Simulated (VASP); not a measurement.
Mg₂Ge (antifluorite), at 0.96 of the tabulated volume:

```
Mg2Ge
1.0
    0.00000     3.15182     3.15182
    3.15182     0.00000     3.15182
    3.15182     3.15182     0.00000
Mg Ge
2 1
Direct
  0.25000   0.25000   0.25000
  0.75000   0.75000   0.75000
  0.00000   0.00000   0.00000
```

The lowest empty band near X, direction along the valley's axis, from mBJ (TB09) with spin-orbit coupling in VASP (PAW); its two spin partners are averaged. The gap over the points computed is 0.47 eV, and the next band on that side lies 0.48 eV away at the edge.

Settings: 400 eV cut-off, 7×7×7 Γ-centred mesh, Gaussian smearing of 0.050 eV, potentials Mg Ge_d.

| distance from the edge in k (1/Å) | distance in energy (meV) |
|---|---|
| 0.025 | 4.2 |
| 0.035 | 8.3 |
| 0.050 | 16.9 |
| 0.070 | 33.3 |

Problem. Fit E(1 + αE) = ħ²k²/2m* (ħ²/2m0 = 3.810 eV Å²) and predict the row at 0.095 1/Å.

Solution. The rows don't resolve α, so a parabola serves: the electron mass is m* = 0.561 m0, and so 61.3 meV. The run gave 61.3 meV, +0.0 meV from the fit.

Left out are points under 3 meV from the edge, since the levels carry 0.1 meV, and points farther than half the way to the next band.

The compound is Mg2Ge in the antifluorite structure. The cell was not relaxed at this level.
